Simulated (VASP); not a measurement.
# Lattice vibrations of Ge2Sb2Te5, part 2 of 5

Wanted: whether Ge2Sb2Te5 is dynamically stable, and its vibrational spectrum. The start is a computed cell from the Materials Project.

VASP 6.6.1; PBEsol; plane waves and PAW (Te, Sb, Ge_d).

Still holding for the runs below: The gap is under twice the smearing width, so the edge states are partly filled and the run can't tell a small gap from a semimetal.

So far. Step 2 (Relax the host): The run ended after 13 ionic steps, 0.122 eV below its first step, once forces and stress met EDIFFG = -0.03.

## (3) Relax the host again, on a new basis

The volume changed by more than 5 %, so the plane waves of the start no longer fit; a second relaxation removes that error.

The input, INCAR:

```
SYSTEM = Ge2Sb2Te5
PREC = Normal
ENCUT = 410
EDIFF = 1E-05
NELM = 120
ISMEAR = 0
SIGMA = 0.05
LREAL = Auto
ALGO = Fast
GGA = PS
NBANDS = 43
LORBIT = 11
LWAVE = .FALSE.
LCHARG = .FALSE.
KPAR = 2
NCORE = 2
IBRION = 2
NSW = 30
ISIF = 3
EDIFFG = -0.03
POTIM = 0.4
```

The input, POSCAR:

```
Ge2Sb2Te5
1.0
    4.2379493267      0.0000000000      0.0000000000
   -2.1189746634      3.6701717769      0.0000000000
    0.0000000000      0.0000000000     16.6239287468
Te Sb Ge
5 2 2
Direct
    0.6666666667      0.3333333333      0.4208204857
    0.3333333333      0.6666666667      0.5791795143
    0.3333333333      0.6666666667      0.1991625942
    0.6666666667      0.3333333333      0.8008374058
    0.0000000000      0.0000000000      0.0000000000
    0.0000000000      0.0000000000      0.3186779545
    0.0000000000      0.0000000000      0.6813220455
    0.6666666667      0.3333333333      0.1016762970
    0.3333333333      0.6666666667      0.8983237030
```

The input, KPOINTS:

```
Automatic mesh
0
Gamma
4 4 1
0 0 0
```

The projector-augmented-wave data sets are Te, Sb and Ge_d (PBE family, release 64).

Command:

```
> mpirun -np 4 vasp_std
```

Log:

```text
[banner, memory and clock lines left out]
running    4 mpi-ranks, on    1 nodes
 distrk:  each k-point on    2 cores,    2 groups
 distr:  one band on    2 cores,    1 groups

 POSCAR found type information on POSCAR TeSbGe
 POSCAR found :  3 types and       9 ions
 [... a notice as in an earlier step ...]

 LDA part: xc-table for (Slater+PW92), standard interpolation
 POSCAR, INCAR and KPOINTS ok, starting setup
 FFT: planning ... GRIDC
 FFT: planning ... GRID_SOFT
 FFT: planning ... GRID
 WAVECAR not read
 entering main loop
       N       E                     dE             d eps       ncg     rms          rms(c)
DAV:   1     0.536993403723E+03    0.53699E+03   -0.24347E+04   431   0.191E+03
DAV:   2     0.526886893342E+02   -0.48430E+03   -0.46716E+03   368   0.568E+02
DAV:   3    -0.323058342624E+02   -0.84995E+02   -0.82434E+02   426   0.145E+02
DAV:   4    -0.377524465003E+02   -0.54466E+01   -0.53834E+01   432   0.442E+01
DAV:   5    -0.379435723062E+02   -0.19113E+00   -0.19049E+00   464   0.830E+00    0.128E+01
RMM:   6    -0.377879121479E+02    0.15566E+00   -0.34675E-01   413   0.207E+00    0.772E+00
RMM:   7    -0.380257157199E+02   -0.23780E+00   -0.38853E-01   416   0.214E+00    0.344E+00
RMM:   8    -0.377380589583E+02    0.28766E+00   -0.14183E-01   418   0.124E+00    0.358E-01
RMM:   9    -0.377361719911E+02    0.18870E-02   -0.21647E-02   453   0.637E-01    0.207E-01
RMM:  10    -0.377364385623E+02   -0.26657E-03   -0.45789E-03   490   0.275E-01    0.950E-02
RMM:  11    -0.377365101612E+02   -0.71599E-04   -0.86929E-04   489   0.123E-01    0.693E-02
RMM:  12    -0.377365169878E+02   -0.68267E-05   -0.14917E-04   429   0.480E-02    0.306E-02
RMM:  13    -0.377365110579E+02    0.59299E-05   -0.32468E-05   270   0.317E-02
   1 F= -.37736511E+02 E0= -.37735143E+02  d E =-.377365E+02
 curvature:   0.00 expect dE= 0.000E+00 dE for cont linesearch  0.000E+00
 trial: gam= 0.00000 g(F)=  0.832E-04 g(S)=  0.734E-04 ort = 0.000E+00 (trialstep = 0.100E+01)
 search vector abs. value=  0.157E-03
 reached required accuracy - stopping structural energy minimisation
```

Wall time 5.4 s (4 MPI ranks of Intel Xeon Platinum 8488C (Sapphire Rapids), shared host); peak memory 0.71 GiB; 19 s of CPU time.

OUTCAR, selected parts (step 3):

```text
  LATTYP: Found a hexagonal cell.
 ALAT       =     4.2379493267
 C/A-ratio  =     3.9226350919

The static configuration has the point symmetry D_3d.

 Found      4 irreducible k-points:

   dimension x,y,z NGX =    24 NGY =   24 NGZ =   84
   dimension x,y,z NGXF=    48 NGYF=   48 NGZF=  168

   ENCUT  =  410.0 eV  30.13 Ry    5.49 a.u.   7.00  7.00 27.45*2*pi/ulx,y,z

   NELECT =      68.0000    total number of electrons

 E-fermi :   6.8342

 k-point     1 :       0.0000    0.0000    0.0000
  band No.  band energies     occupation
    ...
     30       5.3297      2.00000
     31       5.3297      2.00000
     32       5.6375      2.00000
     33       5.9221      2.00000
     34       6.8038      1.61105
     35       6.8801      0.19441
     36       6.8801      0.19439
     37       6.9690      0.00014
     38       7.6654      0.00000
     39       7.6802      0.00000
    ...

 k-point     2 :       0.2500    0.0000    0.0000
  band No.  band energies     occupation
    ...
     30       4.8135      2.00000
     31       5.1713      2.00000
     32       5.4513      2.00000
     33       6.0678      2.00000
     34       6.2303      2.00000
     35       7.3822      0.00000
     36       7.6012      0.00000
     37       7.7808      0.00000
     38       8.3906      0.00000
     39       8.4023      0.00000
    ...

  Total       -0.0594921     -0.0594921      0.1002019      0.0000000      0.0000000      0.0000000
  in kB       -0.3686331     -0.3686331      0.6208842      0.0000000      0.0000000      0.0000000
  external PRESSURE =      -0.0387940 kB  Pullay stress =       0.0000000 kB

  energy-cutoff  :      410.00
  volume of cell :      258.57
      direct lattice vectors                 reciprocal lattice vectors
     4.237949327  0.000000000  0.000000000     0.235963180  0.136233406  0.000000000
    -2.118974663  3.670171777  0.000000000     0.000000000  0.272466811  0.000000000
     0.000000000  0.000000000 16.623928747     0.000000000  0.000000000  0.060154252

 POSITION                                       TOTAL-FORCE (eV/Angst)
 -----------------------------------------------------------------------------------
      2.11897      1.22339      6.99569         0.000000      0.000000      0.011810
     -0.00000      2.44678      9.62824         0.000000      0.000000     -0.011810
     -0.00000      2.44678      3.31086        -0.000000      0.000000     -0.015835
      2.11897      1.22339     13.31306        -0.000000     -0.000000      0.015835
      0.00000      0.00000      0.00000        -0.000000      0.000000      0.000000
      0.00000      0.00000      5.29768        -0.000000      0.000000     -0.001124
      0.00000      0.00000     11.32625        -0.000000      0.000000      0.001124
      2.11897      1.22339      1.69026         0.000000     -0.000000     -0.026204
     -0.00000      2.44678     14.93367        -0.000000      0.000000      0.026204
 -----------------------------------------------------------------------------------
    total drift:                                0.000000     -0.000000      0.000000

  FREE ENERGIE OF THE ION-ELECTRON SYSTEM (eV)
  ---------------------------------------------------
  free  energy   TOTEN  =       -37.7365110579 eV

  energy  without entropy=      -37.7337740452  energy(sigma->0) =      -37.73514255

 total charge
# of ion       s       p       d       tot
------------------------------------------
    1        1.416   1.882   0.034   3.332
    2        1.416   1.882   0.034   3.332
    3        1.391   1.931   0.039   3.362
    4        1.391   1.931   0.039   3.362
    5        1.385   1.933   0.038   3.356
    6        1.288   0.987   0.052   2.327
    7        1.288   0.987   0.052   2.327
    8        1.322   0.786  10.019  12.127
    9        1.322   0.786  10.019  12.127
--------------------------------------------------
tot         12.217  13.108  20.325  45.650

[... 3 parts as in an earlier step ...]

[... 5 further parts left out ...]
```

CONTCAR:

```
Ge2Sb2Te5
   1.00000000000000
     4.2379493266999999    0.0000000000000000    0.0000000000000000
    -2.1189746634000000    3.6701717769000002    0.0000000000000000
     0.0000000000000000    0.0000000000000000   16.6239287468000008
  Te              Sb              Ge
     5     2     2
Direct
     0.6666666667000030    0.3333333332999970    0.4208204856999984
     0.3333333332999970    0.6666666667000030    0.5791795143000016
     0.3333333332999970    0.6666666667000030    0.1991625941999970
     0.6666666667000030    0.3333333332999970    0.8008374058000030
     0.0000000000000000    0.0000000000000000    0.0000000000000000
     0.0000000000000000    0.0000000000000000    0.3186779545000036
     0.0000000000000000    0.0000000000000000    0.6813220454999964
     0.6666666667000030    0.3333333332999970    0.1016762969999974
     0.3333333332999970    0.6666666667000030    0.8983237030000026
```

Little changed from the start: no atom moved by 0.005 Å and no cell edge by 0.1 %.

Numbers from this step:

| Quantity | Value |
| --- | --- |
| electronic cycles | 13 |
| free energy (TOTEN) | -37.74 eV |
| energy at zero smearing | -37.74 eV |
| pressure | -0.003879 GPa |
| gap on the k-mesh | 0.07630 eV |
| least direct gap on the k-mesh | 0.07630 eV |

The start already met the threshold, so nothing moved.

(Part 2 of 5 ends here.)

[Lines on the potential files, build, host, timing and source positions are cut from VASP's logs without a mark.]

[Logs are printed without paths, hosts, clocks, repeated set-up lines and the standing remarks that a program may print on its own settings, such as how far it seeks lower states.]

[Hosts, paths, dates, database ids (printed as entryN), source tags and the programs' standing remarks are cut or masked in the printed files.]

[Runs that stopped without an error message from VASP are left out.]
